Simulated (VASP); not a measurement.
**RhN (relaxed from the zinc blende structure, space group F-43m): computed properties**

These are PBEsol GGA, VASP's PBE PAW potentials (set 64) (plane waves; VASP 6.6.1) values and carry that method's errors.

- space group: F-43m (216)
- cell: a = 4.542 Å, b = 4.542 Å, c = 4.542 Å, α = 90.00°, β = 90.00°, γ = 90.00°
- volume per atom: 11.72 Å³/atom
- band gap (over mesh and band path): none (metal, semimetal or under 0.01 eV)
- density: 8.29 g/cm³

```
CELL_PARAMETERS angstrom
      0.00000     2.27120     2.27120
      2.27120     0.00000     2.27120
      2.27120     2.27120     0.00000
ATOMIC_POSITIONS crystal
  Rh 0.00000 0.00000 0.00000
  N  0.25000 0.25000 0.25000
```

The structure was generated: RhN was put into the zinc blende type (F-43m), which need not be its known phase. It was relaxed first, which changed the volume by -21 %. Symmetry was kept, so distortions that lower it aren't found.
